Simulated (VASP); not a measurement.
A VASP calculation is set up with these files.

POSCAR:
```
KZnF3
1
    4.2100648960    -0.0000000000     0.0000000000
   -0.0000000000     4.2100648960    -0.0000000000
   -0.0000000000    -0.0000000000     4.2100648960
K Zn F
1 1 3
Direct
  0.0000000000   0.0000000000   0.0000000000
  0.5000000000   0.5000000000   0.5000000000
  0.5000000000   0.0000000000   0.5000000000
  0.0000000000   0.5000000000   0.5000000000
  0.5000000000   0.5000000000   0.0000000000
```

**INCAR**
```
SYSTEM = KZnF3
PREC = Accurate
ENCUT = 520
EDIFF = 1E-7
NELM = 100
ALGO = Normal
LREAL = .FALSE.
LASPH = .TRUE.
ISMEAR = -5
GGA = RP
LMAXMIX = 4
LWAVE = .FALSE.
LCHARG = .TRUE.
LORBIT = 11
NEDOS = 601
ISIF = 2
LEFG = .TRUE.
```

File KPOINTS:
```
kpoints
0
gamma
 6 6 6
0 0 0
```

POTCAR, in this order: K_sv Zn F (PBE.64 set). Program: vasp_std.

Question: Write an equivalent input for Ansatz.

Answer: One equivalent input (not run):
Ansatz 0.2 input:
```yaml
crystal:
  lattice:
    - [4.2100649, 0.0000000, 0.0000000]
    - [0.0000000, 4.2100649, 0.0000000]
    - [0.0000000, 0.0000000, 4.2100649]
  atoms:
    - { symbol: K, position: [0.0000000, 0.0000000, 0.0000000] }
    - { symbol: Zn, position: [0.5000000, 0.5000000, 0.5000000] }
    - { symbol: F, position: [0.5000000, 0.0000000, 0.5000000] }
    - { symbol: F, position: [0.0000000, 0.5000000, 0.5000000] }
    - { symbol: F, position: [0.5000000, 0.5000000, 0.0000000] }
kpoints:
  mp_grid: { grid: [6, 6, 6] }
hamiltonian:
  xc: rpbe
  pseudopotentials: { kind: paw }
scf:
  occupations: { method: tetrahedron }
  max_iter: 100
output: { forces: true, stress: true, eigenvalues: true }
```
What does not carry over: each code has its own PAW files, so the cut-off isn't converted (ENCUT is set for VASP's; basis.ecutwfc is left out, and Ansatz then takes the one that its files recommend); Ansatz stops its SCF on the density residual and VASP on the energy change (EDIFF); the field gradients of LEFG aren't asked of the other code.

The compound is KZnF3 in the cubic perovskite structure. It was relaxed first, which changed the volume by +12 %.
